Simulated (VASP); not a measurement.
Level of theory: LDA (Ceperley-Alder, Perdew-Zunger), VASP's LDA PAW potentials (set 64) (plane waves; VASP 6.6.1).

A VASP calculation is set up with these files.

**POSCAR**
```
InBi
1
    0.0000000000     3.3244358731     3.3244358731
    3.3244358731     0.0000000000     3.3244358731
    3.3244358731     3.3244358731     0.0000000000
In Bi
1 1
Direct
  0.0000000000   0.0000000000   0.0000000000
  0.2500000000   0.2500000000   0.2500000000
```

### KPOINTS
```
Automatic mesh
0
Gamma
9 9 9
0 0 0
```

### INCAR
```
SYSTEM = InBi
PREC = Accurate
ENCUT = 400
EDIFF = 1E-6
NELM = 100
ALGO = Normal
LREAL = .FALSE.
LASPH = .TRUE.
ISMEAR = 1
SIGMA = 0.1
LMAXMIX = 4
LWAVE = .FALSE.
LCHARG = .FALSE.
IBRION = 2
ISIF = 3
NSW = 60
EDIFFG = -0.01
```

POTCAR, in this order: In_d Bi_d (LDA.64 set). Program: vasp_std.

The resulting files:

### OSZICAR
```
       N       E                     dE             d eps       ncg     rms          rms(c)
DAV:   1     0.228875112034E+03    0.22888E+03   -0.12882E+04  1260   0.155E+03
DAV:   2     0.101020401376E+02   -0.21877E+03   -0.21629E+03  1262   0.389E+02
DAV:   3    -0.723691336067E+01   -0.17339E+02   -0.17272E+02  1562   0.139E+02
DAV:   4    -0.777800099690E+01   -0.54109E+00   -0.54061E+00  1438   0.273E+01
DAV:   5    -0.781116852447E+01   -0.33168E-01   -0.33166E-01  1814   0.564E+00    0.329E+00
DAV:   6    -0.772227698092E+01    0.88892E-01   -0.13059E-01  1648   0.537E+00    0.177E+00
DAV:   7    -0.769658673977E+01    0.25690E-01   -0.63674E-02  1900   0.272E+00    0.314E-01
DAV:   8    -0.769551348617E+01    0.10733E-02   -0.64631E-03  1568   0.114E+00    0.140E-01
DAV:   9    -0.769556751352E+01   -0.54027E-04   -0.46574E-04  1726   0.233E-01    0.444E-02
DAV:  10    -0.769556854369E+01   -0.10302E-05   -0.34395E-05  1638   0.670E-02    0.135E-02
DAV:  11    -0.769557103233E+01   -0.24886E-05   -0.33232E-06  1072   0.201E-02    0.579E-03
DAV:  12    -0.769557110798E+01   -0.75657E-07   -0.41519E-07   702   0.818E-03
   1 F= -.76955711E+01 E0= -.76954169E+01  d E =-.769557E+01
       N       E                     dE             d eps       ncg     rms          rms(c)
DAV:   1    -0.769650846699E+01   -0.93743E-03   -0.24804E-02  1394   0.287E+00    0.171E-01
DAV:   2    -0.769572038356E+01    0.78808E-03   -0.16872E-03  1448   0.798E-01    0.634E-02
DAV:   3    -0.769559036471E+01    0.13002E-03   -0.51355E-04  1662   0.401E-01    0.267E-02
DAV:   4    -0.769558897799E+01    0.13867E-05   -0.12510E-05  1288   0.380E-02    0.167E-02
DAV:   5    -0.769558741820E+01    0.15598E-05   -0.35533E-06  1206   0.151E-02    0.576E-03
DAV:   6    -0.769558737730E+01    0.40897E-07   -0.40694E-07   650   0.596E-03
   2 F= -.76955874E+01 E0= -.76954344E+01  d E =-.162693E-04
```

OUTCAR:
```
------------------------ aborting loop because EDIFF is reached ----------------------------------------
  FORCE on cell =-STRESS in cart. coord.  units (eV):
  Direction    XX          YY          ZZ          XY          YZ          ZX
  --------------------------------------------------------------------------------------
  Total        0.0079387      0.0079387      0.0079387      0.0000000      0.0000000      0.0000000
  in kB        0.1733740      0.1733740      0.1733740      0.0000000      0.0000000      0.0000000
  external PRESSURE =       0.1733740 kB  Pullay stress =       0.0000000 kB
  volume of cell :       73.36
      direct lattice vectors                 reciprocal lattice vectors
    -0.000000000  3.322633463  3.322633463    -0.150483045  0.150483045  0.150483045
     3.322633463 -0.000000000  3.322633463     0.150483045 -0.150483045  0.150483045
     3.322633463  3.322633463  0.000000000     0.150483045  0.150483045 -0.150483045
 POSITION                                       TOTAL-FORCE (eV/Angst)
 -----------------------------------------------------------------------------------
      6.64527      6.64527      6.64527         0.000000      0.000000      0.000000
      1.66132      1.66132      1.66132        -0.000000     -0.000000     -0.000000
 -----------------------------------------------------------------------------------
    total drift:                               -0.000000     -0.000000     -0.000000
  FREE ENERGIE OF THE ION-ELECTRON SYSTEM (eV)
  ---------------------------------------------------
  free  energy   TOTEN  =        -7.6955873773 eV

  energy  without entropy=       -7.6951283709  energy(sigma->0) =       -7.69543438

 reached required accuracy - stopping structural energy minimisation
```
(Selected blocks of OUTCAR.)

CONTCAR:
```
InBi
   1.00000000000000
    -0.0000000000000000    3.3226334627489225    3.3226334627489225
     3.3226334627489225   -0.0000000000000000    3.3226334627489225
     3.3226334627489225    3.3226334627489225    0.0000000000000000
  In              Bi
     1     1
Direct
     1.0000000000000000    1.0000000000000000    1.0000000000000000
     0.2500000000000000    0.2500000000000000    0.2500000000000000
```

The structure comes from a computed database's InBi entry (F-43m); how it stands against other phases isn't given here. This run relaxes it. Symmetry was kept, so distortions that lower it aren't found. The start is the result of an earlier pass.
